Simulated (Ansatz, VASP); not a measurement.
**Cross-check of Ti (Titanium) between VASP and Ansatz**

Aim: how closely do two programs agree when they are given the same cell, functional and k mesh? The cell is taken from a series of runs on this material, whose earlier steps may have relaxed, scaled, displaced or heated it; both programs get it as it stands.

Program: Ansatz 0.2.0. Level of theory: plane waves, with VASP 6.6.1 beside it; zone-centre phonons at LDA. Results are calculated unless marked as measured.

### 1. The starting structure

The structure is hexagonal, space group P6_3/mmc (No. 194). Conventional cell: a = 2.949 Å, b = 2.949 Å, c = 4.418 Å, α = 90.00°, β = 90.00°, γ = 120.00°. Nearest to Ti lie 12 Ti at 2.79 to 2.95 Å.

### 2. Ansatz: zone-centre phonons, LDA

Ansatz runs on its PAW soft_1 files.

Second derivatives magnify differences that forces hide, and they need a tight electronic threshold.

Input file input.yaml:

```yaml
crystal:
  lattice:
    - [2.9494884793, 0.0, 0.0]
    - [-1.4747442396, 2.5543319513, 0.0]
    - [0.0, 0.0, 4.4183672848]
  atoms:
    - { symbol: Ti, position: [0.3333333333, 0.6666666667, 0.25] }
    - { symbol: Ti, position: [0.6666666667, 0.3333333333, 0.75] }
kpoints:
  mp_grid: { grid: [18, 18, 12] }
hamiltonian:
  xc: lda
  pseudopotentials: { kind: paw, azcp: { folder: soft_1 }, xc_functional: pbe }
scf:
  occupations: { method: methfessel_paxton, width: 0.2 }
output:
  eigenvalues: true
phonons:
  method: dfpt
```

Launch:

```
ansatz run input.yaml --threads 4 --pin off --max-ram 10240MiB --backend cpu --events-out ev --progress --plain --runs-dir out
```

Numbers of over 12 decimals in the logs are rounded to 6 here.

Log:

```text
zone centre: on kpoints.mp_grid the ground state, and the responses unless they are solved on pairs of k-points, stand on 637 of the mesh's 3888 k-points, reduced under 4 symmetry operations, with k and −k counted as one. Each operation leaves every solved displacement unchanged or reverses it
Engine: ansatz 0.2.0, x86_64-unknown-linux-gnu
Pseudopotentials: kind: paw
Pseudopotential: Ti, paw, valence charge 12, recommended cutoff 420 eV (normal), soft_1/Ti.paw.azcp
Functional definition: SPW92
  exchange = slater_x
  correlation = pw_c
Crystal: 2 atoms, lattice volume = 33.288 Å³
Basis set: ecut = 420 eV, 627 PW (Γ), exchange–correlation on 40×40×60 points (8 copies of the dense FFT grid, shifted against one another)
Bands: 16, of which v1, the nominal top of the filled ones, is band 12 counted from 1 (11 counted from 0)
Symmetry: 24 space group operations
k-points: 637 of 3888 (irreducible under 4 space group operations, time reversal used)
Non-local potential: Ti, projectors of the file, l = 0: 3, l = 1: 2, l = 2: 3, l = 3: 1
PAW form: soft (Blöchl's): semilocal exchange-correlation on the pseudo side does not see the compensation charge
PAW frozen core: Ti, regenerated for the run's functional, and the local potential with it (the file was generated under x = pbe(κ = 0.804, μ = 0.219515), c = pbe(β = 0.066725))
PAW one-centre angular grid: Ti, 590 points (default); XC on 64 Gauss nodes
Initial density: superposition of atomic densities (chi_scale 0.1, normalization cell)
Initial wavefunctions: pseudopotential atomic-orbital guess
Functional: x = slater, c = lda
SCF iter   1: F=—  HF=-4901.003060 eV  |F-HF|=—  |Δ(HF+E_count)|=         —  Δρ=6.09e-2  dr2=1.24e0  ethr=3.10e-3  ⟨swp⟩=4.4  Hψ=90160  notcnv=0
automatic band count: the SCF goes on with 20 bands, as 16 were too few: they end inside the smearing window of the response
preconditioner: auto → none  [metal: Δε(μ)=0.026 eV  Ē_g=4.675 eV  σ=0.200 eV  W_gap=0.11  n_scr=8 (ndim 8)  ℏωp=18.2 eV  f_vac=0.000  D(μ)=1.62/eV (n_scr^D=22)  sad-step TF]
SCF iter   2: F=—  HF=-4900.718333 eV  |F-HF|=—  |Δ(HF+E_count)|=   2.85e-1  S|Δr|=    0.00e0  Δρ=3.43e-2  dr2=4.19e-1  ethr=3.10e-3  ⟨swp⟩=2.0  Hψ=21441  notcnv=0  defer=834
SCF iter   3: F=—  HF=-4900.580228 eV  |F-HF|=—  |Δ(HF+E_count)|=   1.38e-1  S|Δr|=    0.00e0  Δρ=1.20e-3  dr2=2.91e-4  ethr=1.74e-3  ⟨swp⟩=2.6  Hψ=21028  notcnv=0  defer=834
SCF iter   4: F=—  HF=-4900.580269 eV  |F-HF|=—  |Δ(HF+E_count)|=   4.09e-5  S|Δr|=    0.00e0  Δρ=1.03e-4  dr2=1.16e-6  ethr=1.21e-6  ⟨swp⟩=2.4  Hψ=22229  notcnv=0  defer=802
SCF iter   5: F=—  HF=-4900.580274 eV  |F-HF|=—  |Δ(HF+E_count)|=   5.79e-6  S|Δr|=    0.00e0  Δρ=4.79e-5  dr2=5.70e-7  ethr=4.83e-9  ⟨swp⟩=2.0  Hψ=20627  notcnv=0  defer=802
SCF iter   6: F=—  HF=-4900.580274 eV  |F-HF|=—  |Δ(HF+E_count)|=   1.87e-7  S|Δr|=    0.00e0  Δρ=4.86e-6  dr2=3.79e-9  ethr=2.38e-9  ⟨swp⟩=3.0  Hψ=21887  notcnv=0  defer=802
SCF iter   7: F=—  HF=-4900.580274 eV  |F-HF|=—  |Δ(HF+E_count)|=   1.77e-9  S|Δr|=    0.00e0  Δρ=9.20e-7  dr2=1.80e-10  ethr=1.58e-11  ⟨swp⟩=2.6  Hψ=19562  notcnv=0  defer=802
SCF iter   8: F=-4900.580274 eV  HF=-4900.580274 eV  |F-HF|=3.64e-12  |Δ(HF+E_count)|=  8.73e-11  S|Δr|=    0.00e0  Δρ=1.00e-7  dr2=2.22e-12  ethr=1.00e-12  ⟨swp⟩=8.8  Hψ=50053  notcnv=0
SCF 1 converged in 8 iterations: F = -4900.580274 eV  dr2 = 2.22e-12
  greatest PAW one-centre occupation: 0.998 electrons in one spin orbital (limit 2), on the Ti atom at site 1 (counted from 0), in its partial waves of l = 0
DFPT response loops at Γ: preconditioner auto → Kerker (q_TF=auto, 2.584 Å⁻¹) (partly filled bands, converged f_vac=0.000); β = 1.00, the filter's whole step (`scf.mixing.beta` (0.50) is not read by the response loops under this deck's `scf.mixing.preconditioner`; to damp them name `kerker` or `kerker_dos`, under which they read `scf.mixing.beta`, and type it under 1.00, their step now; both keys bind the ground state too); Broyden in place of MSR1
SCF converged after 8 iterations
Stability not checked: this state was not tested for a lower state beside it, because cold or Methfessel-Paxton smearing, or corrected tetrahedra, fill the levels in a way that the test cannot read (fill_not_monotonic; see scf.lower_state_search)
Free energy (F): -4900.580274 eV
Harris-Foulkes:  -4900.580274 eV  (|F-HF|=3.64e-12)
Internal energy: -4900.584603 eV  (E = F + TS)
E sigma→0 (E₀):  -4900.581357 eV
Entropy (-TS):   0.004329 eV (2.165 meV/atom)
Fermi energy:    13.670694 eV
--- Per-component energies (eV) ---
  E_band       = -302.245949
  E_kinetic    = 563.894695
  E_local      = -1711.054635  (includes V_loc(G=0)·N_el)
  E_nonlocal   = 129.897414
  E_hartree    = 677.993315
  E_xc         = -230.602473
  E_vxc        = -290.530712  (∫ρ·V_xc dr)
  E_paw        = -1988.073557  (= ΣΔE_a)
  E_vpaw       = -350.439233  (= ΣTr[D̂ρ^β])
  E_aug_tail   = -0.000165  (compensation charges beyond the density's cutoff)
  E_ewald      = -2343.291098
  E_core_change = 0.651901  (= ΣΔE_core)
  E_smearing   = 0.004329  (= −TS)
  E_closure    = -0.000000  (closes the sum)
  Σ components = -4900.580274   (vs F -4900.580274, Δ=0.00e0)
--- Band table (eV; the first three rows and the last of 637) ---
  k-point 0: bands = [... 8 lower, 7.4583, 10.8787, 14.3397, 14.3397, 14.9140, 14.9766, 14.9766, 15.0205, ... 4 higher]
  k-point 1: bands = [... 8 lower, 7.5245, 10.8686, 14.2755, 14.2755, 14.8747, 14.9262, 14.9262, 15.0464, ... 4 higher]
  k-point 2: bands = [... 8 lower, 7.7202, 10.8221, 14.1610, 14.1610, 14.6821, 14.7606, 14.7927, 14.7927, ... 4 higher]
  k-point 636: bands = [... 8 lower, 11.5918, 11.5918, 13.0910, 13.0910, 13.5425, 13.5425, 15.2260, 15.2260, ... 4 higher]
--- Phonons (Γ-DFPT): 2 representative perturbations + reference, on 637 of 3888 k-points (Σ response iterations 6) ---
  k mesh reduced under 4 symmetry operations, with k and −k counted as one. Each operation leaves every solved displacement unchanged or reverses it
  ASR residual: 3.243e-5 → 0.000e0 eV/Å²; symmetrization residual: 5.069e-10 eV/Å²
  ASR residual per site (eV/Å²): 3.24e-5 3.24e-5
  Γ frequencies (cm⁻¹): 0.00 0.00 0.00 123.37 123.37 231.29
  non-analytic LO–TO correction: not included (Born effective charges unavailable; polar crystals: no LO–TO splitting at Γ)
```

(Part 1 of 2 ends here.)

[Lines on the potential files, build, host, timing and source positions are cut from VASP's logs without a mark.]

[Logs are printed without paths, hosts, clocks, repeated set-up lines and the standing remarks that a program may print on its own settings, such as how far it seeks lower states.]

[Hosts, paths, dates, database ids (printed as entryN), source tags and the programs' standing remarks are cut or masked in the printed files.]
